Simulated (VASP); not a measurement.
An input for Ansatz (written as the equivalent of a VASP run, and not itself run):

Ansatz 0.2 input:
```yaml
crystal:
  lattice:
    - [0.0000000, 3.2226174, 3.2226174]
    - [3.2226174, 0.0000000, 3.2226174]
    - [3.2226174, 3.2226174, 0.0000000]
  atoms:
    - { symbol: K, position: [0.0000000, 0.0000000, 0.0000000] }
    - { symbol: Cl, position: [0.5000000, 0.5000000, 0.5000000] }
kpoints:
  mp_grid: { grid: [7, 7, 7] }
hamiltonian:
  xc: pbe
  pseudopotentials: { kind: paw }
scf:
  occupations: { method: gaussian, width: 0.05 }
  max_iter: 100
output: { forces: true, stress: true, eigenvalues: true }
```

Problem. Write the VASP files for the same calculation (PBE).

Solution. One answer among several that fit: 
INCAR:
```
# general
SYSTEM=KCl
PREC  =Accurate
ENCUT =520   # plane-wave cut-off (eV)
LREAL =.FALSE.
LASPH =.TRUE.   # aspherical one-centre terms

# electronic loop
EDIFF =1E-7
NELM  =100
ALGO  =Normal   # blocked Davidson

# smearing
ISMEAR=0
SIGMA =0.05   # width (eV)

# functional
GGA   =PE   # PBE

# ions
ISIF  =2   # forces and stress, cell fixed

# output
LWAVE =.FALSE.
LCHARG=.FALSE.
```

POSCAR:
```
KCl
1
    0.0000000000     3.2226173968     3.2226173968
    3.2226173968     0.0000000000     3.2226173968
    3.2226173968     3.2226173968     0.0000000000
K Cl
1 1
Direct
  0.0000000000   0.0000000000   0.0000000000
  0.5000000000   0.5000000000   0.5000000000
```

**KPOINTS**
```
kpoints
0
G
 7 7 7
```

POTCAR, in this order: K_sv Cl (PBE.64 set). Program: vasp_std.

The two are equivalent in intent, not identical: each code has its own PAW files, so the cut-off isn't converted (ENCUT is set for VASP's; basis.ecutwfc is left out, and Ansatz then takes the one that its files recommend); Ansatz stops its SCF on the density residual and VASP on the energy change (EDIFF).

The compound is KCl in the rock salt structure. This cell is one point of a volume scan, at 1.03 of the reference volume.
